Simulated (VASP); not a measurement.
Given:

```xyz
1
Lattice="-1.5054 1.5054 1.5054 1.5054 -1.5054 1.5054 1.5054 1.5054 -1.5054" Properties=species:S:1:pos:R:3 pbc="T T T"
V      0.0000     0.0000     0.0000
```

Computed with PBEsol GGA, VASP's PBE PAW potentials (set 64) (plane waves; VASP). Settings: 480 eV cut-off, 16×16×16 Γ-centred mesh, first-order Methfessel-Paxton smearing of 0.10 eV, potentials V_sv.

**Question.** Give the stress tensor in GPa (positive for a compressed cell).

**Answer.** 
```
-9.31   0.00   0.00
 0.00  -9.31   0.00
 0.00   0.00  -9.31
```
The pressure is its mean diagonal, -9.31 GPa.

The compound is V in the bcc structure. This cell was strained or had an atom moved on purpose. The run is not spin-polarised, so no magnetic state was tried.
